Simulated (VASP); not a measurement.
# MoS2 (P6_3/mmc) in VASP: further runs, part 2 of 2

VASP 6.6.1. Earlier steps stand in the parts before.

## 4. Band structure, r2SCAN

INCAR reads:

```
ALGO = Normal ; EDIFF = 1E-6
ENCUT = 520 ; ISIF = 2
ISMEAR = 0 ; KPAR = 2
LASPH = True ; LCHARG = False
LMAXMIX = 4 ; LMIXTAU = True
LREAL = False ; LWAVE = False
METAGGA = R2SCAN ; NBANDS = 35
NELM = 80 ; PREC = Accurate
SIGMA = 0.03
```

KPOINTS reads:

```
k-points
0
Gamma
  12 12 3
```

POSCAR reads:

```
MoS2                                    
1.0
    3.1487811847      0.0000000000      0.0000000000
   -1.5743905923      2.7269244969      0.0000000000
    0.0000000000      0.0000000000     12.0885171618
  Mo              S             
     2     4
Direct
     0.3333333332999970    0.6666666667000030    0.2500000000000000
     0.6666666667000030    0.3333333332999970    0.7500000000000000
     0.3333333332999970    0.6666666667000030    0.6205253139512692
     0.6666666667000030    0.3333333332999970    0.1205253139512692
     0.3333333332999970    0.6666666667000030    0.8794746860487308
     0.6666666667000030    0.3333333332999970    0.3794746860487308
```

KPOINTS_OPT is that of step 3.

Potentials or basis: VASP PAW PBE potentials, release 64 (Mo_sv, S).

Launch:

```sh
$ cat potpaw_PBE.64/Mo_sv/POTCAR potpaw_PBE.64/S/POTCAR > POTCAR
$ mpirun -np 2 vasp_std > vasp.out
```

OUTCAR:

```text
EDIFF = 1E-6
   ENCUT = 520
   ISIF = 2
   ISMEAR = 0
   LASPH = True
   LREAL = False
   METAGGA = R2SCAN
   NELM = 80
   PREC = Accurate

 ion  position               nearest neighbor table
   1  0.333  0.667  0.250-   4 2.40   6 2.40   4 2.40   6 2.40   4 2.40   6 2.40
   2  0.667  0.333  0.750-   3 2.40   5 2.40   3 2.40   5 2.40   3 2.40   5 2.40
   3  0.333  0.667  0.621-   2 2.40   2 2.40   2 2.40
   4  0.667  0.333  0.121-   1 2.40   1 2.40   1 2.40
   5  0.333  0.667  0.879-   2 2.40   2 2.40   2 2.40
   6  0.667  0.333  0.379-   1 2.40   1 2.40   1 2.40

  LATTYP: Found a hexagonal cell.
 ALAT       =     3.1487811847
 C/A-ratio  =     3.8391099453

  Lattice vectors:

 A1 = (   3.1487811847,   0.0000000000,   0.0000000000)
 A2 = (  -1.5743905923,   2.7269244969,   0.0000000000)
 A3 = (   0.0000000000,   0.0000000000,  12.0885171618)

Analysis of symmetry for initial positions (statically):
=====================================================================
 Subroutine PRICEL returns:
 Original cell was already a primitive cell.

[... 177 lines left out ...]
  free energy    TOTEN  =       -89.98263880 eV

  energy without entropy =      -89.98263880  energy(sigma->0) =      -89.98263880

 E-fermi :   8.1362     XC(G=0): -11.7137

 val. band max:        7.8604500143   @ k =   0.0000   0.0000   0.0000
 cond. band min:       8.7621523299   @ k =   0.1667   0.1667   0.0000
 fundamental gap:      0.9017023157
 Fermi energy:         8.1362080302

 k-point     1 :       0.0000    0.0000    0.0000
  band No.  band energies     occupation
      1     -55.6632      2.00000
      2     -55.6632      2.00000
      3     -29.0997      2.00000
      4     -29.0996      2.00000
      5     -28.8472      2.00000
      6     -28.8472      2.00000
[... 901 lines left out ...]
     34      11.5980      0.00000
     35      14.8693      0.00000

 [... further k-points ...]
[... 5 lines left out ...]
  --------------------------------------------------------------------------------------
  -------------------------------------------------------------------------------------
  Total        2.4327715      2.4327715      1.3670065      0.0000000      0.0000000     -0.0000000
  in kB       37.5511531     37.5511531     21.1004892      0.0000000      0.0000000     -0.0000000
  external PRESSURE =      32.0675985 kB  Pullay stress =       0.0000000 kB

 VOLUME and BASIS-vectors are now :
 -----------------------------------------------------------------------------
  energy-cutoff  :      520.00
  volume of cell :      103.80
      direct lattice vectors                 reciprocal lattice vectors
     3.148781185  0.000000000  0.000000000     0.317583198  0.183356745  0.000000000
    -1.574390592  2.726924497  0.000000000     0.000000000  0.366713490  0.000000000
     0.000000000  0.000000000 12.088517162     0.000000000  0.000000000  0.082723132

 POSITION                                       TOTAL-FORCE (eV/Angst)
 -----------------------------------------------------------------------------------
     -0.00000      1.81795      3.02213         0.000000     -0.000000     -0.000000
      1.57439      0.90897      9.06639        -0.000000      0.000000     -0.000000
     -0.00000      1.81795      7.50123        -0.000000     -0.000000      0.177379
      1.57439      0.90897      1.45697        -0.000000     -0.000000      0.177379
     -0.00000      1.81795     10.63154        -0.000000     -0.000000     -0.177379
      1.57439      0.90897      4.58729        -0.000000     -0.000000     -0.177379
 -----------------------------------------------------------------------------------
    total drift:                               -0.000000      0.000000     -0.000000

  FREE ENERGIE OF THE ION-ELECTRON SYSTEM (eV)
  ---------------------------------------------------
  free  energy   TOTEN  =       -89.9826387973 eV

  energy  without entropy=      -89.9826387973  energy(sigma->0) =      -89.98263880
```

OSZICAR:

```text
N       E                     dE             d eps       ncg     rms          rms(c)
DAV:   1     0.394938097024E+03    0.39494E+03   -0.30185E+04  2916   0.146E+03
DAV:   2    -0.855432515706E+02   -0.48048E+03   -0.46473E+03  3152   0.382E+02
DAV:   3    -0.108771705740E+03   -0.23228E+02   -0.22766E+02  3209   0.766E+01
DAV:   4    -0.109219519453E+03   -0.44781E+00   -0.44666E+00  3158   0.109E+01
DAV:   5    -0.109227279751E+03   -0.77603E-02   -0.77590E-02  3142   0.142E+00    0.394E+01
DAV:   6    -0.988983492196E+02    0.10329E+02   -0.14423E+01  2869   0.285E+01    0.131E+01
DAV:   7    -0.939320069308E+02    0.49663E+01   -0.39677E+00  2781   0.125E+01    0.706E+00
DAV:   8    -0.918978161944E+02    0.20342E+01   -0.12234E+00  2846   0.772E+00    0.422E+00
DAV:   9    -0.896012683505E+02    0.22965E+01   -0.42129E-01  3001   0.367E+00    0.161E+00
DAV:  10    -0.895511136379E+02    0.50155E-01   -0.26456E-01  2788   0.381E+00    0.460E-01
[... 63 further cycles ...]
DAV:   9    -0.193343053637E+05   -0.55662E-06     1731
       N       E                     dE             ncg
DAV:   1     0.318715720025E+05   -0.46163E+05     1770
DAV:   2     0.210198079754E+05   -0.10852E+05     1842
DAV:   3     0.204848604063E+05   -0.53495E+03     1956
DAV:   4     0.204738318727E+05   -0.11029E+02     1958
DAV:   5     0.204736361944E+05   -0.19568E+00     1892
DAV:   6     0.204736296378E+05   -0.65565E-02     2049
DAV:   7     0.204736294380E+05   -0.19985E-03     1895
DAV:   8     0.204736294286E+05   -0.93776E-05     1630
DAV:   9     0.204736294282E+05   -0.42630E-06     1227
```

stdout:

```text
POSCAR found type information on POSCAR MoS
 POSCAR found :  2 types and       6 ions
 scaLAPACK will be used
 -----------------------------------------------------------------------------
|                                                                             |
|                                                                             |
|     You enforced a specific xc type in the INCAR file but a different       |
|     I HOPE YOU KNOW WHAT YOU ARE DOING!                                     |
|                                                                             |
 -----------------------------------------------------------------------------

 LDA part: xc-table for (None), standard interpolation
 POSCAR, INCAR and KPOINTS ok, starting setup
 FFT: planning ... GRIDC
 FFT: planning ... GRID_SOFT
 FFT: planning ... GRID
 WAVECAR not read
 entering main loop
 Start KPOINTS_OPT (optional k-point list driver)
k-point batch [1-38\213]
k-point batch [39-76\213]
k-point batch [77-114\213]
k-point batch [115-152\213]
k-point batch [153-190\213]
k-point batch [191-213\213]
```

Wall time 9.4 min (2 MPI ranks of Intel Xeon Platinum 8488C (Sapphire Rapids), shared host); peak memory 0.32 GiB.

What came out:

```yaml
Free_energy: -89.9826 eV
Pressure: 3.2 GPa
Largest_force: 0.177 eV/Å
Band_gap_on_the_k_mesh: 0.90 eV, indirect (least direct gap 1.82 eV)
Band_gap_along_the_path: 0.90 eV, indirect (least direct gap 1.82 eV)
```

Forces on the atoms (eV/Å):
```
Mo   0.000  0.000  0.000
Mo   0.000  0.000  0.000
S    0.000  0.000  0.177
S    0.000  0.000  0.177
S    0.000  0.000 -0.177
S    0.000  0.000 -0.177
```

Levels at the corners of the path, in eV from the valence-band top:
```
point  band 23  band 24  band 25  band 26  band 27  band 28  band 29  band 30
    Γ    -2.30    -1.31    -1.22     0.00     2.23     2.23     2.27     2.27
    M    -1.93    -1.67    -1.55    -1.39     1.72     1.78     2.11     2.42
    M    -1.93    -1.67    -1.55    -1.39     1.72     1.78     2.11     2.42
    K    -2.91    -2.91    -0.88    -0.68     1.14     1.14     1.83     3.01
    K    -2.91    -2.91    -0.88    -0.68     1.14     1.14     1.83     3.01
    Γ    -2.30    -1.31    -1.22     0.00     2.23     2.23     2.27     2.27
    Γ    -2.30    -1.31    -1.22     0.00     2.23     2.23     2.27     2.27
    A    -2.33    -2.33    -0.29    -0.29     2.23     2.23     2.23     2.23
    A    -2.33    -2.33    -0.29    -0.29     2.23     2.23     2.23     2.23
    L    -1.80    -1.80    -1.46    -1.46     1.75     1.75     2.28     2.28
    L    -1.80    -1.80    -1.46    -1.46     1.75     1.75     2.28     2.28
    H    -3.16    -3.16    -0.79    -0.79     1.14     1.14     2.38     2.38
    H    -3.16    -3.16    -0.79    -0.79     1.14     1.14     2.38     2.38
    A    -2.33    -2.33    -0.29    -0.29     2.23     2.23     2.23     2.23
    L    -1.80    -1.80    -1.46    -1.46     1.75     1.75     2.28     2.28
    M    -1.93    -1.67    -1.55    -1.39     1.72     1.78     2.11     2.42
    K    -2.91    -2.91    -0.88    -0.68     1.14     1.14     1.83     3.01
    H    -3.16    -3.16    -0.79    -0.79     1.14     1.14     2.38     2.38
```

Caveat: the PAW data sets were made with another functional, which shifts forces and pressure a little.

## 5. Band structure, PBE, spin-orbit coupling, no magnetisation

INCAR reads:

```
ALGO = Fast ; EDIFF = 1E-6
ENCUT = 520 ; GGA = PE
GGA_COMPAT = False ; ISIF = 2
ISMEAR = 0 ; KPAR = 2
LASPH = True ; LCHARG = False
LMAXMIX = 4 ; LORBIT = 11
LREAL = False ; LSORBIT = True
LWAVE = False ; MAGMOM = 0 0 0 0 0 0 0 0 0 0 0 0 0 0 0 0 0 0
NBANDS = 68 ; NELM = 80
PREC = Accurate ; SIGMA = 0.03
```

KPOINTS reads:

```
k-points
0
Gamma
  9 9 2
```

POSCAR is that of step 4.

KPOINTS_OPT is that of step 4.

Launch:

```sh
$ cat potpaw_PBE.64/Mo_sv/POTCAR potpaw_PBE.64/S/POTCAR > POTCAR
$ mpirun -np 2 vasp_ncl > vasp.out
```

It took 17 min on 2 MPI ranks of Intel Xeon Platinum 8488C (Sapphire Rapids), shared host; peak memory 0.68 GiB.

The run converged. Its results:

| Quantity | Value |
| --- | --- |
| Free energy | -43.7404 eV |
| Pressure | 4.2 GPa |
| Valence electrons inside the program's atomic spheres | Mo 12.49; S 3.71 |

Caveat: this functional lacks dispersion, which binds the layers, so the pressure and a relaxed spacing across them are unreliable.

## 6. The runs side by side

| level | potentials or basis | spin | k mesh | gap on the mesh (eV) | pressure (GPa) | largest force (eV/Å) |
| --- | --- | --- | --- | --- | --- | --- |
| PBE | VASP PAW PBE potentials, release 64 (Mo_sv, S) | off | 12 × 12 × 3 | 0.80 | 4.2 | - |
| LDA | VASP PAW LDA potentials, release 64 (Mo_sv, S) | off | 12 × 12 × 3 | 0.72 | -3.6 | 0.37 |
| r2SCAN | VASP PAW PBE potentials, release 64 (Mo_sv, S) | off | 12 × 12 × 3 | 0.90 | 3.2 | 0.18 |
| PBE | VASP PAW PBE potentials, release 64 (Mo_sv, S) | SOC, no magnetisation | 9 × 9 × 2 | - | 4.2 | - |

Alike in all rows: task band structure; cell as given; cutoff (eV) 520; smearing gaussian 0.03 eV.

Caveats: this functional lacks dispersion, which binds the layers, so the pressure and a relaxed spacing across them are unreliable (some runs); the PAW data sets were made with another functional, which shifts forces and pressure a little (some runs).

Absolute energies hang on the potentials; compare differences alone.

## 7. Against experiment

Step 2. Against the measured gap of MoS2, 1.3 eV (indirect; 300 K; “Multiwavelength excitation Raman Scattering Analysis of bulk and 2 dimensional MoS2: Vibrational properties of atomically thin MoS2 layers”, 2015, arxiv:1506.03228), the calculated 0.80 eV is off by -0.50 eV. Spin-orbit coupling on Mo is left out. The value is that of PBE, without temperature or zero-point motion. Semilocal functionals fall short of measured gaps as a rule.

Step 3. Against the measured gap of MoS2, 1.3 eV (indirect; 300 K; “Multiwavelength excitation Raman Scattering Analysis of bulk and 2 dimensional MoS2: Vibrational properties of atomically thin MoS2 layers”, 2015, arxiv:1506.03228), the calculated 0.72 eV is off by -0.58 eV. Spin-orbit coupling on Mo is left out. The value is that of LDA, without temperature or zero-point motion. Semilocal functionals fall short of measured gaps as a rule.

Step 4. Against the measured gap of MoS2, 1.3 eV (indirect; 300 K; “Multiwavelength excitation Raman Scattering Analysis of bulk and 2 dimensional MoS2: Vibrational properties of atomically thin MoS2 layers”, 2015, arxiv:1506.03228), the calculated 0.90 eV is off by -0.40 eV. Spin-orbit coupling on Mo is left out. The value is that of r2SCAN, without temperature or zero-point motion.
